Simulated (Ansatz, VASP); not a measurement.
**PtC: VASP beside Ansatz**

One calculation is typed for both programs; each brings its own data sets. How far apart do they land? The cell is generated by rule, not measured, and may not be a known phase. The cell is taken from a series of runs on this material, whose earlier steps may have relaxed, scaled, displaced or heated it; both programs get it as it stands.

Program: Ansatz 0.2.0. Level of theory: plane waves, with VASP 6.6.1 beside it; single point at PBEsol. Results are calculated unless marked as measured.

The structure was built from a prototype and need not be the compound's stable phase.

## 1. The structure

It takes space group P4mm (No. 99, tetragonal). Conventional cell: a = 2.771 Å, b = 2.771 Å, c = 2.771 Å, α = 90.00°, β = 90.00°, γ = 90.00°. Nearest to Pt lie 4 C at 2.10 Å. Nearest to C lie 4 Pt at 2.10 Å. Farther neighbours are not listed.

## 2. Ansatz: single point, PBEsol, pair 1

Ansatz runs on its default PAW (the set named soft_2) files.

With cell and atoms fixed, the geometry can't cause a difference; cores, projectors, grids and the points listed under the comparison can.

The input, input.yaml:

```yaml
crystal:
  lattice:
    - [2.7712460625, 0.0, 0.0]
    - [0.0, 2.7712460625, 0.0]
    - [0.0, 0.0, 2.7712460625]
  atoms:
    - { symbol: Pt, position: [0.0, -0.0133301083, 0.0] }
    - { symbol: C, position: [0.5, 0.7165091033, 0.5] }
kpoints:
  mp_grid: { grid: [16, 16, 16] }
hamiltonian:
  xc: pbesol
scf:
  occupations: { method: methfessel_paxton, width: 0.15 }
output:
  forces: true
  stress: true
  eigenvalues: true
```

Command:

```bash
ansatz run input.yaml --threads 4 --pin off --max-ram 7168MiB --backend cpu --events-out ev --progress --plain --runs-dir out
```

Numbers of over 12 decimals in the logs are rounded to 6 here.

The program printed:

```text
Engine: ansatz 0.2.0, aarch64-unknown-linux-gnu
Pseudopotentials: kind: paw
Pseudopotential: Pt, paw, valence charge 18, recommended cutoff 420 eV (normal), Pt.paw.azcp
Pseudopotential: C, paw, valence charge 4, recommended cutoff 420 eV (normal), C.paw.azcp
Functional definition: PBEsol
  exchange = pbesol_x
  correlation = pbesol_c
Crystal: 2 atoms, lattice volume = 21.283 Å³
Basis set: ecut = 420 eV, 437 PW (Γ), exchange–correlation on 40×40×40 points (8 copies of the dense FFT grid, shifted against one another)
Bands: 15, of which v1, the nominal top of the filled ones, is band 11 counted from 1 (10 counted from 0)
Symmetry: 8 space group operations
Space group: P4mm (ITA 99), of the structure as read, at distance tolerance 2.8e-5 Å
k-points: 405 of 4096 (time reversal used)
Non-local potential: Pt, projectors of the file, l = 0: 3, l = 1: 2, l = 2: 2, l = 3: 1
Non-local potential: C, projectors of the file, l = 0: 2, l = 1: 2, l = 2: 1
PAW form: soft (Blöchl's): semilocal exchange-correlation on the pseudo side does not see the compensation charge
PAW frozen core: Pt, regenerated for the run's functional, and the local potential with it (the file was generated under x = pbe(κ = 0.804, μ = 0.219515), c = pbe(β = 0.066725))
PAW frozen core: C, regenerated for the run's functional, and the local potential with it (the file was generated under x = pbe(κ = 0.804, μ = 0.219515), c = pbe(β = 0.066725))
PAW one-centre angular grid: Pt, 590 points (default); XC on 64 Gauss nodes
PAW one-centre angular grid: C, 110 points (default); XC on 64 Gauss nodes
Initial density: superposition of atomic densities (neutral atoms: chi_scale 0, normalization atom), corrected by the library's trained network
Initial wavefunctions: pseudopotential atomic-orbital guess
Functional: x = pbesol(κ = 0.804, μ = 0.123457), c = pbesol(β = 0.046)
SCF iter   1: F=—  HF=-12626.811063 eV  |F-HF|=—  |Δ(HF+E_count)|=         —  Δρ=1.53e-2  dr2=3.97e-2  ethr=1.77e-3  ⟨swp⟩=5.0  Hψ=28048  notcnv=0
preconditioner: auto → none  [metal: Δε(μ)=0.003 eV  Ē_g=11.531 eV  σ=0.150 eV  W_gap=0.01  n_scr=6 (ndim 8)  ℏωp=30.1 eV  f_vac=0.000  D(μ)=1.40/eV (n_scr^D=18)  sad-step TF]
SCF iter   2: F=—  HF=-12626.807909 eV  |F-HF|=—  |Δ(HF+E_count)|=   3.15e-3  S|Δr|=    0.00e0  Δρ=9.95e-3  dr2=2.06e-2  ethr=1.80e-4  ⟨swp⟩=1.0  Hψ=9315  notcnv=0
SCF iter   3: F=—  HF=-12626.803901 eV  |F-HF|=—  |Δ(HF+E_count)|=   4.01e-3  S|Δr|=    0.00e0  Δρ=1.28e-3  dr2=1.32e-4  ethr=9.34e-5  ⟨swp⟩=1.7  Hψ=6891  notcnv=0
SCF iter   4: F=—  HF=-12626.803860 eV  |F-HF|=—  |Δ(HF+E_count)|=   4.14e-5  S|Δr|=    0.00e0  Δρ=3.94e-4  dr2=3.09e-5  ethr=6.01e-7  ⟨swp⟩=2.0  Hψ=10006  notcnv=0
SCF iter   5: F=—  HF=-12626.803856 eV  |F-HF|=—  |Δ(HF+E_count)|=   3.66e-6  S|Δr|=    0.00e0  Δρ=6.04e-5  dr2=4.14e-7  ethr=1.41e-7  ⟨swp⟩=2.6  Hψ=9209  notcnv=0
SCF iter   6: F=-12626.803856 eV  HF=-12626.803856 eV  |F-HF|=1.23e-9  |Δ(HF+E_count)|=   7.38e-8  S|Δr|=    0.00e0  Δρ=1.32e-5  dr2=1.21e-8  ethr=4.55e-10  ⟨swp⟩=5.2  Hψ=26336  notcnv=0
SCF 1 converged in 6 iterations: F = -12626.803856 eV  dr2 = 1.21e-8
  greatest PAW one-centre occupation: 1.000 electrons in one spin orbital (limit 2), on the Pt atom at site 0 (counted from 0), in its partial waves of l = 0
SCF converged after 6 iterations
Stability not checked: this state was not tested for a lower state beside it, because cold or Methfessel-Paxton smearing, or corrected tetrahedra, fill the levels in a way that the test cannot read (fill_not_monotonic; see scf.lower_state_search)
Free energy (F): -12626.803856 eV
Harris-Foulkes:  -12626.803856 eV  (|F-HF|=1.23e-9)
Internal energy: -12626.803753 eV  (E = F + TS)
E sigma→0 (E₀):  -12626.803830 eV
Entropy (-TS):   -0.000102 eV (-0.051 meV/atom)
Fermi energy:    20.855345 eV
--- Per-component energies (eV) ---
  E_band       = -147.038850
  E_kinetic    = 725.528329
  E_local      = -1741.623856  (includes V_loc(G=0)·N_el)
  E_nonlocal   = 230.781149
  E_hartree    = 648.786261
  E_xc         = -308.451799
  E_vxc        = -362.294792  (∫ρ·V_xc dr)
  E_paw        = -9411.011431  (= ΣΔE_a)
  E_vpaw       = -297.001537  (= ΣTr[D̂ρ^β])
  E_aug_tail   = 0.000169  (compensation charges beyond the density's cutoff)
  E_ewald      = -2771.120656
  E_core_change = 0.308082  (= ΣΔE_core)
  E_smearing   = -0.000102  (= −TS)
  E_closure    = 0.000000  (closes the sum)
  Σ components = -12626.803856   (vs F -12626.803856, Δ=0.00e0)
--- Forces (eV/Å), atoms counted from 1 ---
  atom   1  Pt    -0.00000000    -0.12970661     0.00000000
  atom   2  C     -0.00000000     0.12978073     0.00000000
  max |Σ_I F_I| component: 7.41e-5 eV/Å
--- Stress (GPa, compression-positive) ---
       28.300152       0.000000       0.000000
        0.000000      20.173813       0.000000
        0.000000       0.000000      28.300152
  P = ⅓ Tr σ = 25.5914 GPa (255.914 kbar)
--- Band table (eV; the first three rows and the last of 405) ---
  k-point 0: bands = [... 7 lower, 17.4542, 17.4542, 17.9274, 21.3300, 21.3300, 22.9558, 25.2324, 32.0359]
  k-point 1: bands = [... 7 lower, 17.0935, 17.3592, 18.0916, 21.0985, 21.5968, 22.9765, 25.3748, 32.2521]
  k-point 2: bands = [... 7 lower, 16.4595, 17.1399, 18.2597, 20.5556, 22.2670, 22.9392, 25.7723, 32.8041]
  k-point 404: bands = [... 7 lower, 15.9683, 20.0117, 20.1777, 21.0113, 21.0113, 25.3482, 26.6982, 30.5464]
```

The run ends at a pressure of 25.59 GPa, with forces up to 0.13 eV/Å.

## 3. VASP: single point, PBEsol, pair 1

The same cell, functional, mesh and smearing now go to VASP, with its own data sets.

Lines of VASP's logs that name or quote its potential files are left out, and so is its time.

The input, INCAR:

```
SYSTEM = PtC
PREC = Accurate
ENCUT = 600
EDIFF = 1E-06
NELM = 120
ISMEAR = 1
SIGMA = 0.15
LREAL = .FALSE.
ALGO = Normal
GGA = PS
NBANDS = 13
LASPH = .TRUE.
LORBIT = 11
LWAVE = .FALSE.
LCHARG = .FALSE.
ISIF = 2
GGA_COMPAT = .FALSE.
KPAR = 2
```

The input, POSCAR:

```
PtC
1.0
    2.7712460625      0.0000000000      0.0000000000
    0.0000000000      2.7712460625      0.0000000000
    0.0000000000      0.0000000000      2.7712460625
Pt C
1 1
Direct
    0.0000000000      0.9866698917      0.0000000000
    0.5000000000      0.7165091033      0.5000000000
```

The input, KPOINTS:

```
Automatic mesh
0
Gamma
16 16 16
0 0 0
```

PAW data sets: Pt and C (PBE family, release 64).

Command:

```bash
mpirun -np 2 vasp_std
```

The program printed:

```text
[banner, memory and clock lines left out]
running    2 mpi-ranks, on    1 nodes
 distrk:  each k-point on    1 cores,    2 groups
 distr:  one band on    1 cores,    1 groups

 POSCAR found type information on POSCAR PtC
 POSCAR found :  2 types and       2 ions
|                                                                             |
|               ----> ADVICE to this user running VASP <----                  |
|                                                                             |
|     You enforced a specific xc type in the INCAR file but a different       |
|     [... a line on the potential file left out ...]
|     I HOPE YOU KNOW WHAT YOU ARE DOING!                                     |
|                                                                             |

 LDA part: xc-table for (Slater+PW92), standard interpolation
 POSCAR, INCAR and KPOINTS ok, starting setup
 FFT: planning ... GRIDC
 FFT: planning ... GRID_SOFT
 FFT: planning ... GRID
 WAVECAR not read
 entering main loop
       N       E                     dE             d eps       ncg     rms          rms(c)
DAV:   1     0.619976195557E+02    0.61998E+02   -0.78855E+03 10642   0.114E+03
DAV:   2    -0.130342289240E+02   -0.75032E+02   -0.69620E+02 12370   0.226E+02
DAV:   3    -0.149793485589E+02   -0.19451E+01   -0.19272E+01 12545   0.357E+01
DAV:   4    -0.149886271995E+02   -0.92786E-02   -0.92774E-02 12625   0.286E+00
DAV:   5    -0.149886971700E+02   -0.69971E-04   -0.69971E-04 12870   0.249E-01    0.247E+01
DAV:   6    -0.140094776974E+02    0.97922E+00   -0.24533E+01 12060   0.343E+01    0.179E+01
DAV:   7    -0.129449394830E+02    0.10645E+01   -0.31867E+00 11390   0.151E+01    0.954E+00
DAV:   8    -0.129372971396E+02    0.76423E-02   -0.33526E-01 11840   0.398E+00    0.185E+00
DAV:   9    -0.129073199479E+02    0.29977E-01   -0.10597E-01 11643   0.245E+00    0.362E-01
DAV:  10    -0.129074173360E+02   -0.97388E-04   -0.32931E-03 12040   0.481E-01    0.141E-01
DAV:  11    -0.129071062939E+02    0.31104E-03   -0.12077E-03 12315   0.234E-01    0.204E-02
DAV:  12    -0.129071109634E+02   -0.46695E-05   -0.57598E-05 12090   0.606E-02    0.108E-02
DAV:  13    -0.129071097856E+02    0.11778E-05   -0.47326E-06 12235   0.142E-02    0.413E-03
DAV:  14    -0.129071097875E+02   -0.19070E-08   -0.28267E-07  6305   0.399E-03
   1 F= -.12907110E+02 E0= -.12907074E+02  d E =-.107389E-03
```

OUTCAR, selected parts (step 3):

```text
ion  position               nearest neighbor table
   1  0.000  0.987  0.000-   2 2.10   2 2.10   2 2.10   2 2.10
   2  0.500  0.717  0.500-   1 2.10   1 2.10   1 2.10   1 2.10

  LATTYP: Found a simple cubic cell.
 ALAT       =     2.7712460625

 Subroutine GETGRP returns: Found  8 space group operations
 (whereof  8 operations were pure point group operations)

The static configuration has the point symmetry C_4v.

 Found    405 irreducible k-points:

   k-points           NKPTS =    405   k-points in BZ     NKDIM =    405   number of bands    NBANDS=     13

   dimension x,y,z NGX =    24 NGY =   24 NGZ =   24
   dimension x,y,z NGXF=    48 NGYF=   48 NGZF=   48

   ENCUT  =  600.0 eV  44.10 Ry    6.64 a.u.   5.53  5.53  5.53*2*pi/ulx,y,z

   NELECT =      14.0000    total number of electrons

 k-points in reciprocal lattice and weights: Automatic mesh
   0.00000000  0.00000000  0.00000000       0.000
   0.06250000  0.00000000  0.00000000       0.001
   0.00000000  0.06250000  0.00000000       0.000
   0.12500000  0.00000000  0.00000000       0.001
   0.00000000  0.12500000  0.00000000       0.000
   0.18750000  0.00000000  0.00000000       0.001
   0.00000000  0.18750000  0.00000000       0.000
   0.25000000  0.00000000  0.00000000       0.001
   0.00000000  0.25000000  0.00000000       0.000
[...]
0.50000000  0.43750000  0.50000000       0.000
   0.50000000  0.50000000  0.50000000       0.000

 average (electrostatic) potential at core
       1 -63.8074       2 -45.2805

 E-fermi :  11.3383

 k-point     1 :       0.0000    0.0000    0.0000
  band No.  band energies     occupation
    ...
      2       3.6839      2.00000
      3       3.9811      2.00000
      4       7.9460      2.00000
      5       7.9460      2.00000
      6       8.3977      2.00000
      7      11.8105     -0.00008
      8      11.8105     -0.00008
      9      13.4445     -0.00000
     10      15.7214      0.00000
     11      22.5135      0.00000
    ...

 k-point     2 :       0.0625    0.0000    0.0000
  band No.  band energies     occupation
    ...
      2       3.7256      2.00000
      3       3.9951      2.00000
      4       7.5770      2.00000
      5       7.8504      2.00000
      6       8.5713      2.00000
      7      11.5785     -0.04600
      8      12.0764     -0.00000
      9      13.4649     -0.00000
     10      15.8634      0.00000
     11      22.7303      0.00000
    ...

 k-point     3 :       0.0000    0.0625    0.0000
  band No.  band energies     occupation
    ...
      2       3.7306      2.00000
      3       4.0000      2.00000
      4       7.8507      2.00000
      5       7.8507      2.00000
      6       8.4049      2.00000
      7      11.8994     -0.00000
      8      11.8994     -0.00000
      9      12.9704     -0.00000
     10      16.1444      0.00000
     11      22.6590      0.00000
    ...

  Total        3.8475709      2.6545644      3.8475709      0.0000000      0.0000000      0.0000000
  in kB      289.6489423    199.8382352    289.6489423      0.0000000      0.0000000      0.0000000
  external PRESSURE =     259.7120399 kB  Pullay stress =       0.0000000 kB

  energy-cutoff  :      600.00
  volume of cell :       21.28
      direct lattice vectors                 reciprocal lattice vectors
     2.771246062  0.000000000  0.000000000     0.360848505  0.000000000  0.000000000
     0.000000000  2.771246062  0.000000000     0.000000000  0.360848505  0.000000000
     0.000000000  0.000000000  2.771246062     0.000000000  0.000000000  0.360848505

 POSITION                                       TOTAL-FORCE (eV/Angst)
 -----------------------------------------------------------------------------------
      0.00000      2.73431      0.00000         0.000000     -0.096534      0.000000
      1.38562      1.98562      1.38562         0.000000      0.096534     -0.000000
 -----------------------------------------------------------------------------------
    total drift:                                0.000000      0.000380     -0.000000

  FREE ENERGIE OF THE ION-ELECTRON SYSTEM (eV)
  ---------------------------------------------------
  free  energy   TOTEN  =       -12.9071097875 eV

  energy  without entropy=      -12.9070023982  energy(sigma->0) =      -12.90707399

 total charge
# of ion       s       p       d       tot
------------------------------------------
    1        0.704   0.807   8.171   9.682
    2        0.924   1.309   0.000   2.233
--------------------------------------------------
tot          1.627   2.117   8.171  11.915

[... 3 further parts left out ...]
```

The run ends at a pressure of 25.97 GPa, with forces up to 0.097 eV/Å.

## 4. Differences

Known differences besides the potentials themselves: the data sets hold 22 valence electrons in Ansatz (on its default PAW (the set named soft_2) files) and 14 in VASP; the cutoff is 420 eV in Ansatz and 600 eV in VASP; Ansatz makes its cores anew for this functional, VASP keeps those of its PBE data sets. Total energies have different zeros and are not compared.

The two programs side by side:

```csv
quantity,Ansatz,VASP,difference
pressure (GPa),25.59,25.97,-0.38
```

Forces (eV/Å; atoms numbered as in POSCAR):

```csv
atom,"Ansatz x, y, z","VASP x, y, z"
Pt1,"0.000, -0.130, 0.000","0.000, -0.097, 0.000"
C2,"0.000, 0.130, 0.000","0.000, 0.097, 0.000"
```

The forces differ by 19 meV/Å r.m.s., which is 34.4 % of the r.m.s. force of 0.056 eV/Å (both taken over all components).

## 5. What the set-up changes

Further runs change the set-up of one program: Ansatz's method, potentials or start, or VASP's data sets, cutoff or form of LDA. The table gives Ansatz less VASP for each quantity, since a change that brings one quantity closer may part another.

```csv
run,r.m.s. force difference (meV/Å),pressure (GPa)
as above,19,-0.38
VASP with the data sets Pt_sv_GW and C,9.2,0.54
```

## 6. Ansatz: single point, PBEsol, pair 2

With cell and atoms fixed, the geometry can't cause a difference; cores, projectors, grids and the points listed under the comparison can.

The cell is taken from a series of runs on this material, whose earlier steps may have relaxed, scaled, displaced or heated it; both programs get it as it stands.

input.yaml, the sections that differ from step 2:

```yaml
crystal:
  lattice:
    - [2.7712460625, 0.0, 0.0]
    - [0.0, 2.7712460625, 0.0]
    - [0.0, 0.0, 2.7712460625]
  atoms:
    - { symbol: Pt, position: [0.0005130761, -0.0005130761, -0.0005130761] }
    - { symbol: C, position: [0.4916665607, 0.5083334393, 0.5083334393] }
# kpoints, hamiltonian, scf, output: as in step 2
```

Command:

```bash
ansatz run input.yaml --threads 4 --pin off --max-ram 7168MiB --backend cpu --events-out ev --progress --plain --runs-dir out
```

The program printed:

```text
[...]
Crystal: 2 atoms, lattice volume = 21.283 Å³
Basis set: ecut = 420 eV, 437 PW (Γ), exchange–correlation on 40×40×40 points (8 copies of the dense FFT grid, shifted against one another)
Bands: 15, of which v1, the nominal top of the filled ones, is band 11 counted from 1 (10 counted from 0)
Symmetry: 6 space group operations
[...]
k-points: 417 of 4096 (time reversal used)
[...]
--- Band table (eV; the first three rows and the last of 417) ---
  k-point 0: bands = [... 7 lower, 18.7615, 18.7825, 18.7825, 20.4334, 20.4334, 20.4419, 25.0093, 36.3776]
  k-point 1: bands = [... 7 lower, 18.4612, 18.4793, 18.7924, 20.1612, 20.7643, 20.7750, 25.2672, 36.0584]
  k-point 2: bands = [... 7 lower, 17.8858, 17.8998, 18.8172, 19.5862, 21.4265, 21.4355, 25.8592, 35.2766]
  k-point 416: bands = [... 7 lower, 12.7729, 20.4851, 20.4851, 24.6070, 24.6638, 24.6638, 26.0714, 26.0714]
[key lines of the parts left out:]
SCF converged after 5 iterations
Free energy (F): -12626.658669 eV
Fermi energy:    20.634887 eV
P = ⅓ Tr σ = 0.1460 GPa (1.460 kbar)
```

The run ends at a pressure of 0.15 GPa, with forces up to 0.13 eV/Å.

## 7. VASP: single point, PBEsol, pair 2

The same cell, functional, mesh and smearing now go to VASP, with its own data sets.

INCAR is that of step 3.

The input, POSCAR:

```
PtC
1.0
    2.7712460625      0.0000000000      0.0000000000
    0.0000000000      2.7712460625      0.0000000000
    0.0000000000      0.0000000000      2.7712460625
Pt C
1 1
Direct
    0.0005130761      0.9994869239      0.9994869239
    0.4916665607      0.5083334393      0.5083334393
```

KPOINTS is that of step 3.

Command:

```bash
mpirun -np 2 vasp_std
```

The program printed:

```text
[banner, memory and clock lines left out]
running    2 mpi-ranks, on    1 nodes
[...]
[... a notice as in an earlier step ...]

 LDA part: xc-table for (Slater+PW92), standard interpolation
 POSCAR, INCAR and KPOINTS ok, starting setup
[...]
entering main loop
       N       E                     dE             d eps       ncg     rms          rms(c)
DAV:   1     0.604837813191E+02    0.60484E+02   -0.78399E+03 10954   0.114E+03
DAV:   2    -0.124941855044E+02   -0.72978E+02   -0.67246E+02 12945   0.220E+02
DAV:   3    -0.143341574953E+02   -0.18400E+01   -0.18214E+01 12687   0.341E+01
DAV:   4    -0.143418723996E+02   -0.77149E-02   -0.77134E-02 12702   0.260E+00
[...]
DAV:  11    -0.127731947822E+02    0.13065E-03   -0.66004E-04 12738   0.189E-01    0.177E-02
DAV:  12    -0.127731930179E+02    0.17643E-05   -0.47114E-05 12432   0.549E-02    0.147E-02
DAV:  13    -0.127731923588E+02    0.65916E-06   -0.18697E-06  8093   0.117E-02
   1 F= -.12773192E+02 E0= -.12773824E+02  d E =0.189473E-02
```

Parts of OUTCAR (step 7):

```text
  Total        0.0104838      0.0104838      0.0104838     -0.0042395      0.0042395     -0.0042395
  in kB        0.7892344      0.7892344      0.7892344     -0.3191551      0.3191551     -0.3191551
  external PRESSURE =       0.7892344 kB  Pullay stress =       0.0000000 kB

 POSITION                                       TOTAL-FORCE (eV/Angst)
 -----------------------------------------------------------------------------------
      0.00142      2.76982      2.76982         0.073822     -0.073822     -0.073822
      1.36253      1.40872      1.40872        -0.073822      0.073822      0.073822
 -----------------------------------------------------------------------------------
    total drift:                                0.000035     -0.000035     -0.000035

  FREE ENERGIE OF THE ION-ELECTRON SYSTEM (eV)
  ---------------------------------------------------
  free  energy   TOTEN  =       -12.7731923588 eV

  energy  without entropy=      -12.7750870937  energy(sigma->0) =      -12.77382394

[... 1 part as in an earlier step ...]

[... 2 further parts left out ...]
[key lines of the parts left out:]
E-fermi :  11.0869
```

The run ends at a pressure of 0.08 GPa, with forces up to 0.13 eV/Å.

## 8. Differences

What differs besides the data sets and the points named for the pairs above, as far as they apply: the data sets hold 22 valence electrons in Ansatz (on its default PAW (the set named soft_2) files) and 14 in VASP. Total energies have different zeros and are not compared.

Compared:

```csv
quantity,Ansatz,VASP,difference
pressure (GPa),0.15,0.08,+0.07
```

Forces (eV/Å; atoms numbered as in POSCAR):

```csv
atom,"Ansatz x, y, z","VASP x, y, z"
Pt1,"0.075, -0.075, -0.075","0.074, -0.074, -0.074"
C2,"-0.075, 0.075, 0.075","-0.074, 0.074, 0.074"
```

The forces differ by 1.2 meV/Å r.m.s., which is 1.6 % of the r.m.s. force of 0.074 eV/Å (both taken over all components).

(Continued in part 2 of 2.)

[Lines on the potential files, build, host, timing and source positions are cut from VASP's logs without a mark.]

[Logs are printed without paths, hosts, clocks, repeated set-up lines and the standing remarks that a program may print on its own settings, such as how far it seeks lower states.]

[Hosts, paths, dates, database ids (printed as entryN), source tags and the programs' standing remarks are cut or masked in the printed files.]
